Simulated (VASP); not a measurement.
An input for Quantum ESPRESSO's pw.x (written as the equivalent of a VASP run, and not itself run):

```
&CONTROL
  calculation = 'vc-relax'
  pseudo_dir = './pseudo'
  outdir = './out'
  tprnfor = .true.
  tstress = .true.
  nstep = 30
  forc_conv_thr = 0.00039
/
&SYSTEM
  ibrav = 0
  nat = 3
  ntyp = 2
  ecutwfc = 84
  occupations = 'smearing'
  smearing = 'methfessel-paxton'
  degauss = 0.00735
  input_dft = 'vdw-df-cx'
/
&ELECTRONS
  conv_thr = 7.3e-09
  electron_maxstep = 100
/
&IONS
/
&CELL
  cell_dofree = 'shape'
/
ATOMIC_SPECIES
  Te 127.600 Te.upf
  Pt 195.084 Pt.upf
CELL_PARAMETERS angstrom
     2.0073916   -3.4769039    0.0000000
     2.0073916    3.4769039    0.0000000
     0.0000000    0.0000000    5.0836876
ATOMIC_POSITIONS crystal
  Te   0.3333330  0.6666670  0.2646296
  Te   0.6666670  0.3333330  0.7353704
  Pt   1.0000000  0.0000000  0.0000000
K_POINTS automatic
  9 9 6 0 0 0
```

Task: Translate this input to VASP (INCAR, KPOINTS, POSCAR, choice of POTCAR).

Result: One answer among several that fit: 
INCAR:
```
SYSTEM = PtTe2
PREC = Accurate
ENCUT = 520
EDIFF = 1E-7
NELM = 100
ALGO = Normal
LREAL = .FALSE.
LASPH = .TRUE.
ISMEAR = 1
SIGMA = 0.1
GGA = CX
LUSE_VDW = .TRUE.
AGGAC = 0.0
LMAXMIX = 6
LWAVE = .FALSE.
LCHARG = .FALSE.
ISIF = 4
IBRION = 2
NSW = 30
EDIFFG = -0.01
```

**KPOINTS**
```
K-points
0
gamma
  9 9 6
0 0 0
```

POSCAR:
```
PtTe2
1.0
  2.0073916295  -3.4769039125   0.0000000000
  2.0073916295   3.4769039125   0.0000000000
  0.0000000000   0.0000000000   5.0836876428
Te Pt
2 1
Cart
  2.0073916295   1.1589702888   1.3452943118
  2.0073916295  -1.1589702888   3.7383933310
  2.0073916295  -3.4769039125   0.0000000000
```

POTCAR, in this order: Te Pt (PBE.64 set). Program: vasp_std.

Limits of the translation: the potentials are each code's own (VASP's PAW set, PseudoDojo norm-conserving files in pw.x), so ENCUT and ecutwfc are chosen apart and not converted; conv_thr bounds pw.x's estimated SCF error, while EDIFF bounds the energy change between steps; forc_conv_thr acts on force components and is met together with etot_conv_thr.

The compound is PtTe2 in the 1T layered structure. This cell is one point of a volume scan, at 0.97 of the reference volume. Symmetry was kept, so distortions that lower it aren't found.
